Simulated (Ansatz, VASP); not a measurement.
**Zr (Zirconium) in two plane-wave programs**

One calculation is typed for both programs; each brings its own data sets. How far apart do they land? The cell is taken from a series of runs on this material, whose earlier steps may have relaxed, scaled, displaced or heated it; both programs get it as it stands.

Main program and level: Ansatz 0.2.0; plane waves, with VASP 6.6.1 beside it; zone-centre phonons at PBEsol.

### 1. The structure

It takes space group P6_3/mmc (No. 194, hexagonal). The conventional cell has a = 3.253 Å, b = 3.253 Å, c = 5.197 Å, α = 90.00°, β = 90.00°, γ = 120.00°. Nearest to Zr lie 12 Zr at 3.21 to 3.25 Å.

### 2. Ansatz: zone-centre phonons, PBEsol

Ansatz runs on its PAW soft_1 files.

Second derivatives magnify differences that forces hide, and they need a tight electronic threshold.

Input file input.yaml:

```yaml
crystal:
  lattice:
    - [3.252883422, 0.0, 0.0]
    - [-1.626441711, 2.817079679, 0.0]
    - [0.0, 0.0, 5.1966367021]
  atoms:
    - { symbol: Zr, position: [0.3333333333, 0.6666666667, 0.25] }
    - { symbol: Zr, position: [0.6666666667, 0.3333333333, 0.75] }
kpoints:
  mp_grid: { grid: [15, 15, 8] }
hamiltonian:
  xc: pbesol
  pseudopotentials: { kind: paw, azcp: { folder: soft_1 }, xc_functional: pbe }
scf:
  occupations: { method: methfessel_paxton, width: 0.2 }
output:
  eigenvalues: true
phonons:
  method: dfpt
```

Run with:

```sh
ansatz run input.yaml --threads 4 --pin off --max-ram 10240MiB --backend cpu --events-out ev --progress --plain --runs-dir out
```

Numbers of over 12 decimals in the logs are rounded to 6 here.

The program printed:

```text
zone centre: on kpoints.mp_grid the ground state, and the responses unless they are solved on pairs of k-points, stand on 320 of the mesh's 1800 k-points, reduced under 4 symmetry operations, with k and −k counted as one. Each operation leaves every solved displacement unchanged or reverses it
Engine: ansatz 0.2.0, aarch64-unknown-linux-gnu
Pseudopotentials: kind: paw
Pseudopotential: Zr, paw, valence charge 12, recommended cutoff 420 eV (normal), soft_1/Zr.paw.azcp
Functional definition: PBEsol
  exchange = pbesol_x
  correlation = pbesol_c
Crystal: 2 atoms, lattice volume = 47.620 Å³
Basis set: ecut = 420 eV, 941 PW (Γ), exchange–correlation on 48×48×72 points (8 copies of the dense FFT grid, shifted against one another)
Bands: 16, of which v1, the nominal top of the filled ones, is band 12 counted from 1 (11 counted from 0)
Symmetry: 24 space group operations
k-points: 320 of 1800 (irreducible under 4 space group operations, time reversal used)
Non-local potential: Zr, projectors of the file, l = 0: 3, l = 1: 2, l = 2: 2, l = 3: 1
PAW form: soft (Blöchl's): semilocal exchange-correlation on the pseudo side does not see the compensation charge
PAW frozen core: Zr, regenerated for the run's functional, and the local potential with it (the file was generated under x = pbe(κ = 0.804, μ = 0.219515), c = pbe(β = 0.066725))
PAW one-centre angular grid: Zr, 590 points (default); XC on 64 Gauss nodes
Initial density: superposition of atomic densities (chi_scale 0.1, normalization cell)
Initial wavefunctions: pseudopotential atomic-orbital guess
Functional: x = pbesol(κ = 0.804, μ = 0.123457), c = pbesol(β = 0.046)
SCF iter   1: F=—  HF=-8257.485247 eV  |F-HF|=—  |Δ(HF+E_count)|=         —  Δρ=3.00e-2  dr2=5.67e-1  ethr=3.10e-3  ⟨swp⟩=5.1  Hψ=46777  notcnv=0
automatic band count: the SCF goes on with 20 bands, as 16 were too few: they end inside the smearing window of the response
preconditioner: auto → Kerker (q_TF=auto, 2.434 Å⁻¹)  [metal: Δε(μ)=0.012 eV  Ē_g=5.039 eV  σ=0.200 eV  W_gap=0.05  n_scr=10 (ndim 8)  ℏωp=15.2 eV  f_vac=0.000  D(μ)=1.83/eV (n_scr^D=22)]
SCF iter   2: F=—  HF=-8257.344724 eV  |F-HF|=—  |Δ(HF+E_count)|=   1.41e-1  S|Δr|=    0.00e0  Δρ=1.87e-2  dr2=2.15e-1  ethr=2.36e-3  ⟨swp⟩=1.9  Hψ=10137  notcnv=0  defer=151
SCF iter   3: F=—  HF=-8257.270133 eV  |F-HF|=—  |Δ(HF+E_count)|=   7.46e-2  S|Δr|=    0.00e0  Δρ=1.96e-3  dr2=1.13e-3  ethr=8.94e-4  ⟨swp⟩=3.0  Hψ=11669  notcnv=0  defer=151
SCF iter   4: F=—  HF=-8257.270137 eV  |F-HF|=—  |Δ(HF+E_count)|=   4.18e-6  S|Δr|=    0.00e0  Δρ=3.17e-4  dr2=3.35e-5  ethr=4.72e-6  ⟨swp⟩=2.0  Hψ=9711  notcnv=0  defer=151
SCF iter   5: F=—  HF=-8257.270139 eV  |F-HF|=—  |Δ(HF+E_count)|=   2.04e-6  S|Δr|=    0.00e0  Δρ=3.67e-5  dr2=3.99e-7  ethr=1.40e-7  ⟨swp⟩=1.1  Hψ=6086  notcnv=0  defer=151
SCF iter   6: F=—  HF=-8257.270138 eV  |F-HF|=—  |Δ(HF+E_count)|=   3.41e-7  S|Δr|=    0.00e0  Δρ=7.83e-6  dr2=2.02e-8  ethr=1.66e-9  ⟨swp⟩=2.2  Hψ=8901  notcnv=0  defer=469
SCF iter   7: F=—  HF=-8257.270138 eV  |F-HF|=—  |Δ(HF+E_count)|=  9.17e-10  S|Δr|=    0.00e0  Δρ=1.12e-6  dr2=4.34e-10  ethr=8.42e-11  ⟨swp⟩=1.5  Hψ=6131  notcnv=0  defer=469
SCF iter   8: F=—  HF=-8257.270138 eV  |F-HF|=—  |Δ(HF+E_count)|=  1.82e-11  S|Δr|=    0.00e0  Δρ=2.31e-7  dr2=1.56e-11  ethr=1.81e-12  ⟨swp⟩=2.6  Hψ=9719  notcnv=0  defer=469
SCF iter   9: F=-8257.270138 eV  HF=-8257.270138 eV  |F-HF|=3.64e-12  |Δ(HF+E_count)|=    0.00e0  S|Δr|=    0.00e0  Δρ=2.97e-8  dr2=3.03e-13  ethr=1.00e-12  ⟨swp⟩=9.6  Hψ=25803  notcnv=0
SCF 1 converged in 9 iterations: F = -8257.270138 eV  dr2 = 3.03e-13
  greatest PAW one-centre occupation: 0.996 electrons in one spin orbital (limit 2), on the Zr atom at site 1 (counted from 0), in its partial waves of l = 0
DFPT response loops at Γ: preconditioner auto → Kerker (q_TF=auto, 2.434 Å⁻¹) (partly filled bands, converged f_vac=0.000); β = 1.00, the filter's whole step (`scf.mixing.beta` (0.50) is not read by the response loops under this deck's `scf.mixing.preconditioner`; to damp them name `kerker` or `kerker_dos`, under which they read `scf.mixing.beta`, and type it under 1.00, their step now; both keys bind the ground state too); Broyden in place of MSR1
SCF converged after 9 iterations
Stability not checked: this state was not tested for a lower state beside it, because cold or Methfessel-Paxton smearing, or corrected tetrahedra, fill the levels in a way that the test cannot read (fill_not_monotonic; see scf.lower_state_search)
Free energy (F): -8257.270138 eV
Harris-Foulkes:  -8257.270138 eV  (|F-HF|=3.64e-12)
Internal energy: -8257.272582 eV  (E = F + TS)
E sigma→0 (E₀):  -8257.270749 eV
Entropy (-TS):   0.002443 eV (1.222 meV/atom)
Fermi energy:    13.505646 eV
Step filling:    the computed levels leave a gap of 0.0207 eV = 0.1 smearing widths at the electron count; against every level under it full and every level over it empty, smearing changes F+E_penalty+E_count by +1.716 meV and its σ→0 estimate by +1.105 meV
--- Per-component energies (eV) ---
  E_band       = -205.467105
  E_kinetic    = 629.331523
  E_local      = -1231.640773  (includes V_loc(G=0)·N_el)
  E_nonlocal   = 153.184547
  E_hartree    = 398.520629
  E_xc         = -305.907764
  E_vxc        = -362.914528  (∫ρ·V_xc dr)
  E_paw        = -5819.556835  (= ΣΔE_a)
  E_vpaw       = -190.469094  (= ΣTr[D̂ρ^β])
  E_aug_tail   = -0.000050  (compensation charges beyond the density's cutoff)
  E_ewald      = -2081.535301
  E_core_change = 0.331442  (= ΣΔE_core)
  E_smearing   = 0.002443  (= −TS)
  E_closure    = 0.000000  (closes the sum)
  Σ components = -8257.270138   (vs F -8257.270138, Δ=0.00e0)
--- Band table (eV; the first three rows and the last of 320) ---
  k-point 0: bands = [... 8 lower, 7.8586, 10.5050, 14.3442, 14.3442, 14.4589, 14.5636, 15.0104, 15.0104, ... 4 higher]
  k-point 1: bands = [... 8 lower, 7.9861, 10.4900, 14.2772, 14.2772, 14.3299, 14.3607, 14.9155, 14.9155, ... 4 higher]
  k-point 2: bands = [... 8 lower, 8.3520, 10.3913, 13.8483, 14.1001, 14.1802, 14.1802, 14.6906, 14.6906, ... 4 higher]
  k-point 319: bands = [... 8 lower, 11.2449, 11.2449, 12.8548, 12.8548, 13.5022, 13.5022, 15.2848, 15.2848, ... 4 higher]
--- Phonons (Γ-DFPT): 2 representative perturbations + reference, on 320 of 1800 k-points (Σ response iterations 6) ---
  k mesh reduced under 4 symmetry operations, with k and −k counted as one. Each operation leaves every solved displacement unchanged or reverses it
  ASR residual: 1.627e-5 → 0.000e0 eV/Å²; symmetrization residual: 1.131e-13 eV/Å²
  ASR residual per site (eV/Å²): 1.63e-5 1.63e-5
  Γ frequencies (cm⁻¹): 0.00 0.00 0.00 71.20 71.20 135.32
  non-analytic LO–TO correction: not included (Born effective charges unavailable; polar crystals: no LO–TO splitting at Γ)
```

The column dr2 measures how far the density is from self-consistency, as an energy; F and HF (Harris–Foulkes) agree once it is small.

### 3. VASP: zone-centre phonons, PBEsol

The same cell, functional, mesh and smearing now go to VASP, with its own data sets.

Lines of VASP's logs that name or quote its potential files are left out, and so is its time.

Input file INCAR:

```
SYSTEM = Zr
PREC = Accurate
ENCUT = 500
EDIFF = 1E-08
NELM = 120
ISMEAR = 1
SIGMA = 0.2
LREAL = .FALSE.
ALGO = Normal
GGA = PS
NBANDS = 18
LASPH = .TRUE.
LORBIT = 11
LWAVE = .FALSE.
LCHARG = .FALSE.
ISIF = 2
IBRION = 8
GGA_COMPAT = .FALSE.
KPAR = 2
```

Input file POSCAR:

```
Zr
1.0
    3.2528834220      0.0000000000      0.0000000000
   -1.6264417110      2.8170796790      0.0000000000
    0.0000000000      0.0000000000      5.1966367021
Zr
2
Direct
    0.3333333334      0.6666666668      0.2500000000
    0.6666666668      0.3333333334      0.7500000000
```

Input file KPOINTS:

```
Automatic mesh
0
Gamma
15 15 8
0 0 0
```

The projector-augmented-wave data sets are Zr_sv (PBE family, release 64).

Run with:

```sh
mpirun -np 2 vasp_std
```

The program printed:

```text
[banner, memory and clock lines left out]
running    2 mpi-ranks, on    1 nodes
 distrk:  each k-point on    1 cores,    2 groups
 distr:  one band on    1 cores,    1 groups

 POSCAR found type information on POSCAR Zr
 POSCAR found :  1 types and       2 ions
|                                                                             |
|               ----> ADVICE to this user running VASP <----                  |
|                                                                             |
|     You enforced a specific xc type in the INCAR file but a different       |
|     [... a line on the potential file left out ...]
|     I HOPE YOU KNOW WHAT YOU ARE DOING!                                     |
|                                                                             |

 LDA part: xc-table for (Slater+PW92), standard interpolation
 POSCAR, INCAR and KPOINTS ok, starting setup
 FFT: planning ... GRIDC
 FFT: planning ... GRID_SOFT
 FFT: planning ... GRID
 WAVECAR not read
 entering main loop
       N       E                     dE             d eps       ncg     rms          rms(c)
DAV:   1     0.210246097356E+03    0.21025E+03   -0.13140E+04  4868   0.129E+03
DAV:   2    -0.338035448943E+01   -0.21363E+03   -0.21034E+03  5746   0.375E+02
DAV:   3    -0.185895960307E+02   -0.15209E+02   -0.15035E+02  8836   0.724E+01
DAV:   4    -0.189801409418E+02   -0.39054E+00   -0.39004E+00  5684   0.121E+01
DAV:   5    -0.189927794091E+02   -0.12638E-01   -0.12634E-01  7390   0.149E+00    0.144E+01
DAV:   6    -0.182631918365E+02    0.72959E+00   -0.11094E+00  5260   0.802E+00    0.558E+00
DAV:   7    -0.181138001933E+02    0.14939E+00   -0.69500E-01  6992   0.545E+00    0.116E+00
DAV:   8    -0.181167487320E+02   -0.29485E-02   -0.35485E-02  6388   0.150E+00    0.303E-01
DAV:   9    -0.181170293124E+02   -0.28058E-03   -0.22009E-03  6180   0.428E-01    0.270E-02
DAV:  10    -0.181170038000E+02    0.25512E-04   -0.68021E-05  7070   0.458E-02    0.239E-02
DAV:  11    -0.181170033985E+02    0.40156E-06   -0.10118E-05  5474   0.367E-02    0.204E-03
DAV:  12    -0.181170035407E+02   -0.14218E-06   -0.37622E-07  6562   0.436E-03    0.202E-03
DAV:  13    -0.181170033633E+02    0.17741E-06   -0.36012E-08  4832   0.136E-03    0.669E-04
DAV:  14    -0.181170033189E+02    0.44360E-07   -0.44274E-09  3066   0.766E-04    0.218E-04
DAV:  15    -0.181170033286E+02   -0.96743E-08   -0.90368E-10  2940   0.310E-04
   1 F= -.18117003E+02 E0= -.18117816E+02  d E =0.243706E-02
 Linear response reoptimize wavefunctions to high precision
DAV:   1    -0.181170033316E+02   -0.30532E-08   -0.38264E-10  3010   0.192E-04
DAV:   2    -0.181170033316E+02   -0.18190E-11   -0.14931E-10  2864   0.877E-05
 Linear response DOF=           2
 Linear response progress:
  Degree of freedom:   1/  2
       N       E                     dE             d eps       ncg     rms          rms(c)
RMM:   1    -0.679149254265E+00   -0.67915E+00    0.27600E+00 21863   0.133E+01
RMM:   2    -0.631538347155E+00    0.47611E-01   -0.23868E-01 32800   0.268E+00    0.236E-01
RMM:   3    -0.632850779630E+00   -0.13124E-02   -0.38796E-02 40079   0.973E-01    0.754E-02
RMM:   4    -0.635115637746E+00   -0.22649E-02   -0.49419E-03 48915   0.351E-01    0.264E-02
RMM:   5    -0.635732380340E+00   -0.61674E-03   -0.98941E-04 48356   0.153E-01    0.181E-02
RMM:   6    -0.635789357940E+00   -0.56978E-04   -0.22923E-04 51981   0.661E-02    0.197E-02
RMM:   7    -0.635745592961E+00    0.43765E-04   -0.82433E-05 48881   0.398E-02    0.549E-03
RMM:   8    -0.635668192923E+00    0.77400E-04   -0.25924E-05 50236   0.204E-02    0.137E-02
RMM:   9    -0.635642580477E+00    0.25612E-04   -0.15338E-05 50184   0.121E-02    0.101E-02
RMM:  10    -0.635631742985E+00    0.10837E-04   -0.76771E-06 48676   0.103E-02    0.323E-03
RMM:  11    -0.635631109507E+00    0.63348E-06   -0.62926E-06 52695   0.593E-03    0.138E-03
RMM:  12    -0.635635477159E+00   -0.43677E-05   -0.34073E-06 52916   0.374E-03    0.310E-04
RMM:  13    -0.635636345116E+00   -0.86796E-06   -0.17834E-06 52859   0.260E-03    0.218E-04
RMM:  14    -0.635636582036E+00   -0.23692E-06   -0.79465E-07 52188   0.188E-03    0.864E-05
[...]
RMM:  34    -0.635635673998E+00   -0.36207E-08    0.33021E-07 39808   0.310E-04    0.123E-05
RMM:  35    -0.635635674878E+00   -0.87960E-09    0.30791E-07 39064   0.301E-04    0.139E-05
RMM:  36    -0.635635676243E+00   -0.13650E-08    0.28961E-07 38581   0.293E-04    0.153E-05
RMM:  37    -0.635635669194E+00    0.70493E-08    0.27102E-07 41154   0.285E-04    0.162E-05
RMM:  38    -0.635635670795E+00   -0.16013E-08    0.25526E-07 37795   0.278E-04    0.175E-05
RMM:  39    -0.635635671074E+00   -0.27852E-09    0.23739E-07 37585   0.272E-04    0.186E-05
RMM:  40    -0.635635670849E+00    0.22463E-09    0.22478E-07 37431   0.267E-04    0.196E-05
RMM:  41    -0.635635670965E+00   -0.11617E-09    0.20934E-07 37291   0.262E-04    0.205E-05
 first order change of Fermi-energy   0.15743E-04
 force on displaced ion       1 direction 1 :  -0.859  -0.000   0.000
 Linear response progress:
  Degree of freedom:   2/  2
       N       E                     dE             d eps       ncg     rms          rms(c)
RMM:   1    -0.791404719963E+00   -0.79140E+00    0.29470E+00  7518   0.135E+01
RMM:   2    -0.742398630191E+00    0.49006E-01   -0.25626E-01 11171   0.272E+00    0.251E-01
RMM:   3    -0.745624639927E+00   -0.32260E-02   -0.45369E-02 13595   0.980E-01    0.847E-02
RMM:   4    -0.748332513607E+00   -0.27079E-02   -0.57287E-03 15416   0.353E-01    0.328E-02
RMM:   5    -0.748616821569E+00   -0.28431E-03   -0.84754E-04 16352   0.152E-01    0.207E-02
RMM:   6    -0.748453645834E+00    0.16318E-03    0.39367E-04 16727   0.691E-02    0.116E-02
RMM:   7    -0.748434680205E+00    0.18966E-04    0.70104E-05 17072   0.361E-02    0.619E-03
RMM:   8    -0.748435461270E+00   -0.78107E-06   -0.31722E-05 16889   0.194E-02    0.163E-03
RMM:   9    -0.748416295138E+00    0.19166E-04   -0.21496E-06 17527   0.111E-02    0.488E-04
RMM:  10    -0.748418970606E+00   -0.26755E-05   -0.15551E-06 17627   0.631E-03    0.241E-04
RMM:  11    -0.748421437066E+00   -0.24665E-05   -0.14358E-05 17732   0.394E-03    0.147E-04
RMM:  12    -0.748423301751E+00   -0.18647E-05   -0.10566E-05 17344   0.292E-03    0.617E-05
RMM:  13    -0.748423360907E+00   -0.59156E-07   -0.75538E-06 17684   0.217E-03    0.597E-05
RMM:  14    -0.748423564846E+00   -0.20394E-06   -0.51012E-06 16775   0.175E-03    0.117E-05
RMM:  15    -0.748423650650E+00   -0.85804E-07   -0.51083E-06 17047   0.143E-03    0.463E-05
RMM:  16    -0.748423445483E+00    0.20517E-06   -0.21752E-06 17675   0.118E-03    0.676E-05
RMM:  17    -0.748423629554E+00   -0.18407E-06   -0.23793E-06 16711   0.100E-03    0.727E-05
RMM:  18    -0.748423393666E+00    0.23589E-06   -0.19577E-07 16073   0.874E-04    0.103E-04
RMM:  19    -0.748423647782E+00   -0.25412E-06   -0.17172E-07 14875   0.793E-04    0.682E-05
RMM:  20    -0.748423699852E+00   -0.52070E-07    0.76552E-07 16452   0.684E-04    0.632E-05
RMM:  21    -0.748423750534E+00   -0.50682E-07    0.76827E-07 16876   0.606E-04    0.622E-05
RMM:  22    -0.748423778221E+00   -0.27687E-07    0.98685E-07 17172   0.546E-04    0.634E-05
 first order change of Fermi-energy  -0.14519E-03
 force on displaced ion       1 direction 3 :  -0.000  -0.000  -3.113
 Linear response finished
```

(Continued in part 2 of 2.)

[Lines on the potential files, build, host, timing and source positions are cut from VASP's logs without a mark.]

[Logs are printed without paths, hosts, clocks, repeated set-up lines and the standing remarks that a program may print on its own settings, such as how far it seeks lower states.]

[Hosts, paths, dates, database ids (printed as entryN), source tags and the programs' standing remarks are cut or masked in the printed files.]
